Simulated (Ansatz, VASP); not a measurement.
# W2NCl2 (W2NCl2 MXene bilayer, AB): VASP beside Ansatz, part 2 of 2

Aim: how closely do two programs agree when they are given the same cell, functional and k mesh? The structure shown is the start of the Ansatz relaxation below; VASP solves that cell, so the two are compared at the walk's first step.

VASP 6.6.1 and Ansatz 0.2.0.

So far: Starting point; Ansatz: relaxation, PBE with D4.

### 3. VASP: single point, PBE with D4, start cell

Level of this step: PBE with D4, zero-moment start; plane waves and PAW (Cl, W, N) (VASP).

The same cell, functional, mesh and smearing now go to VASP, with its own data sets.

Lines of VASP's logs that name or quote its potential files are left out, and so is its time.

Contents of INCAR:

```
SYSTEM = W2NCl2
PREC = Accurate
ENCUT = 520
EDIFF = 1E-06
NELM = 200
ISMEAR = -1
SIGMA = 0.05
LREAL = .FALSE.
ALGO = Normal
GGA = PE
IVDW = 13
NBANDS = 46
ISPIN = 2
MAGMOM = -0 0 -0 0 0 0 -0 -0 -0 -0
LASPH = .TRUE.
LMAXMIX = 4
LORBIT = 11
LWAVE = .FALSE.
LCHARG = .FALSE.
ISIF = 2
LDIPOL = .TRUE.
IDIPOL = 3
DIPOL = 0.5 0.5 0.5
LVHAR = .TRUE.
GGA_COMPAT = .FALSE.
NELMDL = -8
KPAR = 2
```

Contents of POSCAR:

```
W2NCl2
1.0
    3.0539080000      0.0000000000      0.0000000000
   -1.5269540000      2.6447620000      0.0000000000
    0.0000000000      0.0000000000     60.7846730000
Cl W N
4 4 2
Direct
    0.3333333964      0.6666667927      0.3775622845
    0.6666666036      0.3333332073      0.4745001589
    0.6666666036      0.3333332073      0.5254998575
    0.0000000000      0.0000000000      0.6224377155
    0.6666666036      0.3333332073      0.4062073016
    0.3333333964      0.6666667927      0.4458551418
    0.0000000000      0.0000000000      0.5541448582
    0.6666666036      0.3333332073      0.5937927148
    0.0000000000      0.0000000000      0.4260312135
    0.3333333964      0.6666667927      0.5739687865
```

Contents of KPOINTS:

```
Automatic mesh
0
Gamma
12 12 1
0 0 0
```

The projector-augmented-wave data sets are Cl, W and N (PBE family, release 64).

Run with:

```sh
> mpirun -np 2 vasp_std
```

Numbers of over 12 decimals in the logs are rounded to 6 here.

Log:

```text
[banner, memory and clock lines left out]
running    2 mpi-ranks, on    1 nodes
 distrk:  each k-point on    1 cores,    2 groups
 distr:  one band on    1 cores,    1 groups

 POSCAR found type information on POSCAR ClW N
 POSCAR found :  3 types and      10 ions
 LDA part: xc-table for (Slater+PW92), standard interpolation
|                                                                             |
|           W    W    AA    RRRRR   N    N  II  N    N   GGGG   !!!           |
|           W    W   A  A   R    R  NN   N  II  NN   N  G    G  !!!           |
|           W    W  A    A  R    R  N N  N  II  N N  N  G       !!!           |
|           W WW W  AAAAAA  RRRRR   N  N N  II  N  N N  G  GGG   !            |
|           WW  WW  A    A  R   R   N   NN  II  N   NN  G    G                |
|           W    W  A    A  R    R  N    N  II  N    N   GGGG   !!!           |
|                                                                             |
|     One of the lattice vectors is very long (>50 A), but AMIN is rather     |
|     large. This can spoil convergence since charge sloshing might occur     |
|     along the long lattice vector. If problems with convergence are         |
|     observed, try to decrease AMIN to a smaller value (e.g. 0.01).          |
|     Note: This warning only applies if the self-consistency cycle is        |
|     used.                                                                   |
|                                                                             |

 POSCAR, INCAR and KPOINTS ok, starting setup
 FFT: planning ... GRIDC
 FFT: planning ... GRID_SOFT
 FFT: planning ... GRID
 WAVECAR not read
 entering main loop
       N       E                     dE             d eps       ncg     rms          rms(c)
DAV:   1     0.546259612607E+03    0.54626E+03   -0.23164E+04  3608   0.105E+03
DAV:   2     0.147057083682E+01   -0.54479E+03   -0.51505E+03  5180   0.247E+02
DAV:   3    -0.790651074256E+02   -0.80536E+02   -0.78309E+02  4434   0.102E+02
DAV:   4    -0.823439340876E+02   -0.32788E+01   -0.31792E+01  4702   0.230E+01
DAV:   5    -0.824424354505E+02   -0.98501E-01   -0.97442E-01  4718   0.377E+00
DAV:   6    -0.824455959800E+02   -0.31605E-02   -0.31435E-02  4678   0.691E-01
DAV:   7    -0.824457153466E+02   -0.11937E-03   -0.11919E-03  4770   0.127E-01
DAV:   8    -0.824457208990E+02   -0.55524E-05   -0.55492E-05  4644   0.265E-02    0.591E+01
DAV:   9    -0.749757920038E+02    0.74699E+01   -0.32969E+01  4576   0.251E+01    0.245E+01
DAV:  10    -0.746512205618E+02    0.32457E+00   -0.39900E+00  4440   0.122E+01    0.140E+01
DAV:  11    -0.752612691213E+02   -0.61005E+00   -0.48167E+00  5004   0.981E+00    0.517E+00
DAV:  12    -0.745050088985E+02    0.75626E+00   -0.33373E+00  4972   0.855E+00    0.167E+00
DAV:  13    -0.744406185128E+02    0.64390E-01   -0.28805E-01  4702   0.249E+00    0.766E-01
DAV:  14    -0.744421593279E+02   -0.15408E-02   -0.27171E-02  4464   0.749E-01    0.536E-01
[...]
DAV:  25    -0.744398307936E+02   -0.18673E-04   -0.20835E-06  3270   0.533E-03    0.551E-03
DAV:  26    -0.744398451542E+02   -0.14361E-04   -0.68360E-07  3052   0.247E-03    0.295E-03
DAV:  27    -0.744398576817E+02   -0.12527E-04   -0.40636E-07  2816   0.165E-03    0.305E-03
DAV:  28    -0.744398677218E+02   -0.10040E-04   -0.28816E-07  2792   0.129E-03    0.212E-03
DAV:  29    -0.744398722211E+02   -0.44993E-05   -0.11877E-07  2536   0.118E-03    0.100E-03
DAV:  30    -0.744398746198E+02   -0.23987E-05   -0.85133E-08  2476   0.857E-04    0.111E-03
DAV:  31    -0.744398756674E+02   -0.10476E-05   -0.32536E-08  2276   0.576E-04    0.329E-04
DAV:  32    -0.744398764204E+02   -0.75307E-06   -0.27455E-08  2332   0.405E-04
   1 F= -.78440917E+02 E0= -.78410447E+02  d E =-.609399E-01  mag=     0.0000
```

From OUTCAR (step 3):

```text
ion  position               nearest neighbor table
   1  0.333  0.667  0.378-   5 2.48   5 2.48   5 2.48
   2  0.667  0.333  0.475-   6 2.48   6 2.48   6 2.48
   3  0.667  0.333  0.525-   7 2.48   7 2.48   7 2.48
   4  0.000  0.000  0.622-   8 2.48   8 2.48   8 2.48
   5  0.667  0.333  0.406-   9 2.14   9 2.14   9 2.14   1 2.48   1 2.48   1 2.48   6 2.99   6 2.99
                             6 2.99
   6  0.333  0.667  0.446-   9 2.14   9 2.14   9 2.14   2 2.48   2 2.48   2 2.48   5 2.99   5 2.99
                             5 2.99
   7  0.000  0.000  0.554-  10 2.14  10 2.14  10 2.14   3 2.48   3 2.48   3 2.48   8 2.99   8 2.99
                             8 2.99
   8  0.667  0.333  0.594-  10 2.14  10 2.14  10 2.14   4 2.48   4 2.48   4 2.48   7 2.99   7 2.99
                             7 2.99
   9  0.000  0.000  0.426-   5 2.14   5 2.14   5 2.14   6 2.14   6 2.14   6 2.14
  10  0.333  0.667  0.574-   8 2.14   7 2.14   7 2.14   8 2.14   8 2.14   7 2.14

  LATTYP: Found a hexagonal cell.
 ALAT       =     3.0539080000
 C/A-ratio  =    19.9038978908

 Subroutine GETGRP returns: Found 12 space group operations
 (whereof  6 operations were pure point group operations)

The static configuration has the point symmetry C_3v.
 The point group associated with its full space group is D_3d.

 Found     19 irreducible k-points:

   k-points           NKPTS =     19   k-points in BZ     NKDIM =     19   number of bands    NBANDS=     46

   dimension x,y,z NGX =    24 NGY =   24 NGZ =  480
   dimension x,y,z NGXF=    48 NGYF=   48 NGZF=  960

   ENCUT  =  520.0 eV  38.22 Ry    6.18 a.u.   5.68  5.68113.02*2*pi/ulx,y,z

   NELECT =      62.0000    total number of electrons

 k-points in reciprocal lattice and weights: Automatic mesh
   0.00000000  0.00000000  0.00000000       0.007
   0.08333333  0.00000000  0.00000000       0.042
   0.16666667  0.00000000  0.00000000       0.042
   0.25000000  0.00000000  0.00000000       0.042
   0.33333333  0.00000000  0.00000000       0.042
   0.41666667  0.00000000  0.00000000       0.042
   0.50000000  0.00000000  0.00000000       0.021
   0.08333333  0.08333333  0.00000000       0.042
   0.16666667  0.08333333  0.00000000       0.083
[...]
0.33333333  0.25000000  0.00000000       0.083
   0.33333333  0.33333333  0.00000000       0.014

 dipolmoment           0.000000      0.000000     -0.000013 electrons x Angstroem

 average (electrostatic) potential at core
       1 -98.3373       2 -98.3458       3 -98.3459       4 -98.3376       5 -47.1240
       6 -47.1158       7 -47.1160       8 -47.1242       9 -71.3406      10 -71.3408

 E-fermi :  -0.0765

 spin component 1
 k-point     1 :       0.0000    0.0000    0.0000
  band No.  band energies     occupation
    ...
     32      -0.4597      0.99953
     33      -0.2347      0.95948
     34      -0.2347      0.95948
     35      -0.2344      0.95923
     36      -0.2344      0.95923
     37      -0.0106      0.21129
     38      -0.0106      0.21129
     39       0.0289      0.10825
     40       0.0289      0.10825
     41       1.2425      0.00000
    ...

 k-point     2 :       0.0833    0.0000    0.0000
  band No.  band energies     occupation
    ...
     32      -0.4475      0.99940
     33      -0.3638      0.99681
     34      -0.3507      0.99587
     35      -0.1020      0.62496
     36      -0.0887      0.56066
     37       0.0819      0.04037
     38       0.1113      0.02283
     39       0.3415      0.00023
     40       0.3689      0.00014
     41       1.5737      0.00000
    ...

 k-point     3 :       0.1667    0.0000    0.0000
  band No.  band energies     occupation
    ...
     30      -1.6281      1.00000
     31      -0.7216      1.00000
     32      -0.5947      0.99997
     33      -0.4682      0.99960
     34      -0.3805      0.99772
     35       0.0763      0.04493
     36       0.1172      0.02033
     37       0.4930      0.00001
     38       0.5015      0.00001
     39       1.2896      0.00000
    ...

 k-point     4 :       0.2500    0.0000    0.0000
  band No.  band energies     occupation
    ...
     30      -0.9062      1.00000
     31      -0.8881      1.00000
     32      -0.8051      1.00000
     33      -0.3135      0.99133
     34      -0.1232      0.71794
     35       0.3387      0.00025
     36       0.3826      0.00010
     37       0.9991      0.00000
     38       1.0156      0.00000
     39       2.1390      0.00000
    ...

 k-point     5 :       0.3333    0.0000    0.0000
  band No.  band energies     occupation
    ...
     26      -4.7355      1.00000
     27      -1.1010      1.00000
     28      -1.0589      1.00000
     29      -0.8052      1.00000
     30      -0.6542      0.99999
     31      -0.0648      0.44200
     32      -0.0509      0.37468
     33       0.1673      0.00756
     34       0.3998      0.00007
     35       0.7954      0.00000
    ...

 k-point     6 :       0.4167    0.0000    0.0000
  band No.  band energies     occupation
    ...
     24      -5.0846      1.00000
     25      -4.9054      1.00000
     26      -4.8481      1.00000
     27      -1.1929      1.00000
     28      -1.1835      1.00000
     29       0.1652      0.00789
     30       0.3162      0.00039
     31       0.6966      0.00000
     32       0.7152      0.00000
     33       0.8892      0.00000
    ...

  DFT-D4 for vdW energy calculation

  Edisp (eV):   -4.00104

  Total       0.85034     0.85034    18.16984    -0.00000     0.00000     0.00000
  in kB       2.77503     2.77503    59.29595    -0.00000     0.00000     0.00000
  external pressure =       21.62 kB  Pullay stress =        0.00 kB

  energy-cutoff  :      520.00
  volume of cell :      490.95
      direct lattice vectors                 reciprocal lattice vectors
     3.053908000  0.000000000  0.000000000     0.327449288  0.189052928  0.000000000
    -1.526954000  2.644762000  0.000000000     0.000000000  0.378105856  0.000000000
     0.000000000  0.000000000 60.784673000     0.000000000  0.000000000  0.016451516

 POSITION                                       TOTAL-FORCE (eV/Angst)
 -----------------------------------------------------------------------------------
      0.00000      1.76317     22.95000         0.000000     -0.000000     -1.121208
      1.52695      0.88159     28.84234        -0.000000      0.000000      0.863920
      1.52695      0.88159     31.94234         0.000000     -0.000000     -0.863920
      0.00000      0.00000     37.83467         0.000000     -0.000000      1.121208
      1.52695      0.88159     24.69118         0.000000     -0.000000     -0.884351
      0.00000      1.76317     27.10116         0.000000      0.000000      0.865211
      0.00000      0.00000     33.68351        -0.000000     -0.000000     -0.865211
      1.52695      0.88159     36.09350        -0.000000      0.000000      0.884351
      0.00000      0.00000     25.89617         0.000000     -0.000000      0.005884
      0.00000      1.76317     34.88850        -0.000000      0.000000     -0.005884
 -----------------------------------------------------------------------------------
    total drift:                                0.000000      0.000081     -0.001923

  FREE ENERGIE OF THE ION-ELECTRON SYSTEM (eV)
  ---------------------------------------------------
  free  energy   TOTEN  =       -78.4409168540 eV

  energy  without entropy=      -78.3799769253  energy(sigma->0) =      -78.41044689

 vacuum level on the upper side and lower side of the slab         3.552         3.553

 total charge
# of ion       s       p       d       tot
------------------------------------------
    1        1.611   3.521   0.000   5.132
    2        1.614   3.522   0.000   5.136
    3        1.614   3.522   0.000   5.136
    4        1.611   3.521   0.000   5.132
    5        0.487   0.615   4.369   5.471
    6        0.487   0.615   4.371   5.473
    7        0.487   0.615   4.371   5.473
    8        0.487   0.615   4.369   5.471
    9        1.218   2.555   0.000   3.773
   10        1.218   2.555   0.000   3.773
--------------------------------------------------
tot         10.834  21.657  17.478  49.969

 magnetization (x)
# of ion       s       p       d       tot
------------------------------------------
    1       -0.000  -0.000   0.000  -0.000
    2       -0.000   0.000   0.000  -0.000
    3       -0.000   0.000   0.000  -0.000
    4       -0.000  -0.000   0.000  -0.000
    5        0.000   0.000   0.000   0.000
    6        0.000   0.000   0.000   0.000
    7        0.000   0.000   0.000   0.000
    8        0.000   0.000   0.000   0.000
    9       -0.000   0.000   0.000   0.000
   10       -0.000   0.000   0.000   0.000
--------------------------------------------------
tot          0.000   0.000   0.000   0.000

[... 2 further parts left out ...]
```

This run allows spin, but its moments start at zero, where symmetry between the spins tends to hold them, although W can carry a moment.

### 4. Differences

Known differences besides the potentials themselves: Ansatz cuts the interaction across the vacuum, VASP repeats the sheet with a dipole correction; the data sets hold 94 valence electrons in Ansatz (on its default PAW (the set named soft_2) files) and 62 in VASP; the cutoff is 420 eV in Ansatz and 520 eV in VASP. Total energies have different zeros and are not compared.

Forces (eV/Å; atoms numbered as in POSCAR):

| atom | Ansatz x, y, z | VASP x, y, z |
| --- | --- | --- |
| Cl1 | 0.000, 0.000, -1.143 | 0.000, 0.000, -1.121 |
| Cl2 | 0.000, 0.000, 0.890 | 0.000, 0.000, 0.864 |
| Cl3 | 0.000, 0.000, -0.890 | 0.000, 0.000, -0.864 |
| Cl4 | 0.000, 0.000, 1.143 | 0.000, 0.000, 1.121 |
| W5 | 0.000, 0.000, -0.902 | 0.000, 0.000, -0.884 |
| W6 | 0.000, 0.000, 0.893 | 0.000, 0.000, 0.865 |
| W7 | 0.000, 0.000, -0.893 | 0.000, 0.000, -0.865 |
| W8 | 0.000, 0.000, 0.902 | 0.000, 0.000, 0.884 |
| N9 | 0.000, 0.000, 0.007 | 0.000, 0.000, 0.006 |
| N10 | 0.000, 0.000, -0.007 | 0.000, 0.000, -0.006 |

The forces differ by 12 meV/Å r.m.s., which is 2.5 % of the r.m.s. force of 0.485 eV/Å (both taken over all components). Moments aren't recorded for both runs of this pair, so they may hold unlike magnetic states. With vacuum in the cell, a pressure given here is an average over mostly empty space and none of the material.

### 5. What came out

- r.m.s. force difference (single point, PBE with D4, start cell): 2.5 % of the r.m.s. force

What this shows: The r.m.s. force difference is 2.5 % of the r.m.s. force (single point, PBE with D4, start cell), within the 3 % picked in this series as the mark of a large difference. The data sets hold unlike numbers of valence electrons (94 in Ansatz and 62 in VASP), so part of the differences comes from the potentials. 1 further run of this series is not shown here. Such differences can come from data sets, numerical settings and the points named under the comparisons, not from the functional's error against experiment.

[Lines on the potential files, build, host, timing and source positions are cut from VASP's logs without a mark.]

[Logs are printed without paths, hosts, clocks, repeated set-up lines and the standing remarks that a program may print on its own settings, such as how far it seeks lower states.]

[Hosts, paths, dates, database ids (printed as entryN), source tags and the programs' standing remarks are cut or masked in the printed files.]
